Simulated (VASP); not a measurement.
Consider the following.

```yaml
crystal:
  lattice:
    - [2.65567, 0.00000, 0.00000]
    - [0.00000, 2.73818, 0.00000]
    - [0.00000, 0.00000, 3.63369]
  atoms:
    - { symbol: Fe, position: [0.00000, 0.00000, 0.00000], spin: 3.0 }
    - { symbol: Pt, position: [0.51488, 0.50000, 0.50000] }
```

Level of theory: PBE GGA, VASP's PBE PAW potentials (set 64) (plane waves; VASP). Settings: 400 eV cut-off, 14×14×10 Γ-centred mesh, first-order Methfessel-Paxton smearing of 0.10 eV, potentials Fe Pt.

Give the force on each atom (eV/Å).

```tsv
atom	Fx	Fy	Fz
Fe1	0.213	0.000	0.000
Pt2	-0.213	0.000	0.000
```

Give the stress tensor in GPa (positive for a compressed cell).

```
17.56   0.00   0.00
 0.00   6.95   0.00
 0.00   0.00  15.96
```
The pressure is its mean diagonal, 13.49 GPa.

The compound is FePt in the L1_0 structure. The cell was not relaxed at this level, atoms are displaced from their ideal sites. The run is one of a series of settings (KPOINTS 14×14×10 Γ-centred mesh against the base run), some of them coarse on purpose.
